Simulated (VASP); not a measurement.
Method: TPSS meta-GGA, VASP's PBE PAW potentials (set 64) (plane waves; VASP).

The input files of a VASP run:

POSCAR:
```
Fe
1
   -1.4147429535     1.4147429535     1.4147429535
    1.4147429535    -1.4147429535     1.4147429535
    1.4147429535     1.4147429535    -1.4147429535
Fe
1
Direct
  0.0000000000   0.0000000000   0.0000000000
```

**KPOINTS**
```
kpoints
0
gamma
 18 18 18
0 0 0
```

### INCAR
```
SYSTEM = Fe
PREC = Accurate
ENCUT = 520
EDIFF = 1E-7
NELM = 100
ALGO = Normal
LREAL = .FALSE.
LASPH = .TRUE.
ISMEAR = 1
SIGMA = 0.1
METAGGA = TPSS
LMIXTAU = .TRUE.
LMAXMIX = 4
ISPIN = 2
MAGMOM = 2.1
LORBIT = 10
LWAVE = .FALSE.
LCHARG = .FALSE.
ISIF = 2
```

POTCAR, in this order: Fe (PBE.64 set). Program: vasp_std.

The run wrote:

OSZICAR:
```
       N       E                     dE             d eps       ncg     rms          rms(c)
DAV:   1     0.150662648793E+02    0.15066E+02   -0.45668E+03  7300   0.122E+03
DAV:   2    -0.108052657608E+02   -0.25872E+02   -0.24652E+02  7087   0.145E+02
DAV:   3    -0.113762875675E+02   -0.57102E+00   -0.56550E+00  7892   0.309E+01
DAV:   4    -0.113801419940E+02   -0.38544E-02   -0.38540E-02  7536   0.237E+00
DAV:   5    -0.113801842870E+02   -0.42293E-04   -0.42293E-04  7625   0.236E-01    0.114E+01
DAV:   6    -0.159725182697E+02   -0.45923E+01   -0.37438E+00  7035   0.267E+01    0.426E+00
DAV:   7    -0.156888853696E+02    0.28363E+00   -0.29786E+00  7446   0.230E+01    0.607E+00
DAV:   8    -0.159368141039E+02   -0.24793E+00   -0.62650E-01  7399   0.112E+01    0.129E+00
DAV:   9    -0.159558692353E+02   -0.19055E-01   -0.10904E-01  7764   0.457E+00    0.754E-01
DAV:  10    -0.159529668739E+02    0.29024E-02   -0.12753E-02  9339   0.121E+00    0.151E-01
DAV:  11    -0.159530392205E+02   -0.72347E-04   -0.11825E-03  7540   0.532E-01    0.110E-01
DAV:  12    -0.159530080572E+02    0.31163E-04   -0.29153E-04  7501   0.238E-01    0.437E-02
DAV:  13    -0.159530036988E+02    0.43584E-05   -0.23883E-06  8085   0.212E-02    0.286E-02
DAV:  14    -0.159530030230E+02    0.67579E-06   -0.21438E-05  7956   0.567E-02    0.337E-03
DAV:  15    -0.159530027079E+02    0.31510E-06   -0.24499E-07  7124   0.568E-03    0.112E-03
DAV:  16    -0.159530028456E+02   -0.13767E-06   -0.54370E-08  3565   0.282E-03    0.514E-04
DAV:  17    -0.159530028147E+02    0.30848E-07   -0.65283E-09  3546   0.917E-04
   1 F= -.15953003E+02 E0= -.15952966E+02  d E =-.110795E-03  mag=     2.1723
```

OUTCAR:
```
------------------------ aborting loop because EDIFF is reached ----------------------------------------
  FORCE on cell =-STRESS in cart. coord.  units (eV):
  Direction    XX          YY          ZZ          XY          YZ          ZX
  --------------------------------------------------------------------------------------
  Total       -0.4268447     -0.4268447     -0.4268447     -0.0000000      0.0000000     -0.0000000
  in kB      -60.3792668    -60.3792668    -60.3792668     -0.0000000      0.0000000     -0.0000000
  external PRESSURE =     -60.3792668 kB  Pullay stress =       0.0000000 kB
  volume of cell :       11.33
      direct lattice vectors                 reciprocal lattice vectors
    -1.414742954  1.414742954  1.414742954     0.000000000  0.353421092  0.353421092
     1.414742954 -1.414742954  1.414742954     0.353421092  0.000000000  0.353421092
     1.414742954  1.414742954 -1.414742954     0.353421092  0.353421092  0.000000000
 POSITION                                       TOTAL-FORCE (eV/Angst)
 -----------------------------------------------------------------------------------
      0.00000      0.00000      0.00000         0.000000      0.000000     -0.000000
 -----------------------------------------------------------------------------------
    total drift:                                0.000000      0.000000      0.000000
  FREE ENERGIE OF THE ION-ELECTRON SYSTEM (eV)
  ---------------------------------------------------
  free  energy   TOTEN  =       -15.9530028147 eV

  energy  without entropy=      -15.9528920202  energy(sigma->0) =      -15.95296588

 total charge

# of ion       s       p       d       tot
------------------------------------------
    1        0.484   0.548   6.218   7.249

 magnetization (x)

# of ion       s       p       d       tot
------------------------------------------
    1       -0.018  -0.061   2.240   2.161
```
(Selected blocks of OUTCAR.)

The compound is Fe in the bcc structure. This cell is one point of a volume scan, at 1.03 of the reference volume.
